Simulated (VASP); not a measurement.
An input for Quantum ESPRESSO's pw.x (written as the equivalent of a VASP run, and not itself run):

```
&CONTROL
  calculation = 'scf'
  pseudo_dir = './pseudo'
  outdir = './out'
  tprnfor = .true.
  tstress = .true.
/
&SYSTEM
  ibrav = 0
  nat = 6
  ntyp = 2
  ecutwfc = 92
  occupations = 'smearing'
  smearing = 'gaussian'
  degauss = 0.003675
  input_dft = 'pw91'
/
&ELECTRONS
  conv_thr = 7.3e-09
  electron_maxstep = 100
/
ATOMIC_SPECIES
  Cu 63.546 Cu.upf
  O 15.999 O.upf
CELL_PARAMETERS angstrom
     4.3477831    0.0000000    0.0000000
     0.0000000    4.3477831    0.0000000
     0.0000000    0.0000000    4.3477831
ATOMIC_POSITIONS crystal
  Cu   0.7500000  0.2500000  0.7500000
  Cu   0.2500000  0.7500000  0.7500000
  Cu   0.7500000  0.7500000  0.2500000
  Cu   0.2500000  0.2500000  0.2500000
  O    0.0000000  0.0000000  0.0000000
  O    0.5000000  0.5000000  0.5000000
K_POINTS automatic
  5 5 5 0 0 0
```

### Question
Write the VASP files for the same calculation (PW91).

### Answer
One answer among several that fit: 
**INCAR**
```
SYSTEM  =  Cu2O
PREC  =  Accurate; ENCUT  =  520; LREAL  =  .False.
LASPH  =  .True.
EDIFF  =  1E-7; NELM  =  100; ALGO  =  Normal
LMAXMIX  =  4
ISMEAR  =  0; SIGMA  =  0.05
GGA  =  91
ISIF  =  2
LWAVE  =  .False.; LCHARG  =  .False.
```

**POSCAR**
```
Cu2O
1
    4.3477831033     0.0000000000     0.0000000000
    0.0000000000     4.3477831033     0.0000000000
    0.0000000000     0.0000000000     4.3477831033
Cu O
4 2
Direct
  0.7500000000   0.2500000000   0.7500000000
  0.2500000000   0.7500000000   0.7500000000
  0.7500000000   0.7500000000   0.2500000000
  0.2500000000   0.2500000000   0.2500000000
  0.0000000000   0.0000000000   0.0000000000
  0.5000000000   0.5000000000   0.5000000000
```

**KPOINTS**
```
Automatic mesh
0
Gamma
5 5 5
0 0 0
```

POTCAR, in this order: Cu O (PBE.64 set). Program: vasp_std.

Limits of the translation: the potentials are each code's own (VASP's PAW set, PseudoDojo norm-conserving files in pw.x), so ENCUT and ecutwfc are chosen apart and not converted; conv_thr bounds pw.x's estimated SCF error, while EDIFF bounds the energy change between steps.

The compound is Cu2O in the cuprite structure. This cell is one point of a volume scan, at 1.03 of the reference volume.
